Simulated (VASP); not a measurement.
Fitting the PBE energy curve of KAl

Symmetry: Pm-3m, No. 221, cubic system. Conventional cell: a = 4.127 Å, b = 4.127 Å, c = 4.127 Å, α = 90.00°, β = 90.00°, γ = 90.00°. K (site symmetry m-3m) has 8 Al at 3.57 Å as nearest neighbours. Around Al (site symmetry m-3m) lie 8 K at 3.57 Å.

The cell comes from a database or a generator and needn't be the stable form of this composition.

The cell was scaled at fixed shape and fractions and run with VASP, PBE PAW files Al, K_sv, 520 eV; PBE, k mesh 7 × 7 × 7 on the cell of 2 atoms, fermi-dirac occupations of 0.05 eV, no spin polarisation, no spin-orbit coupling. Energies are those that the program minimises, any entropy of the smearing included. For a metal such a mesh isn't converged to the digits shown.

```tsv
V (Å³/atom)	energy over the lowest row (meV/atom)
33.0349	6.138
33.7378	2.670
34.4406	0.672
35.1435	0.000
35.8464	0.509
36.5492	?
37.2521	4.585
```

Task: Fit the third-order Birch-Murnaghan form, give V0, B0 and B′, and predict the energy left open.

Result: With y = (V0/V)^(2/3), E = E0 + (9 V0 B0/16) [(y - 1)³ B′ + (y - 1)² (6 - 4y)]. Least squares through the rows shown give V0 = 35.1800 Å³/atom, E0 = -0.001 meV, B0 = 13.39 GPa (1 eV/Å³ = 160.218 GPa) and B′ = 4.56, with a largest miss of 0.003 meV. At V = 36.5492 the form with these constants gives 2.074 meV; the run gave 2.073 meV an atom.
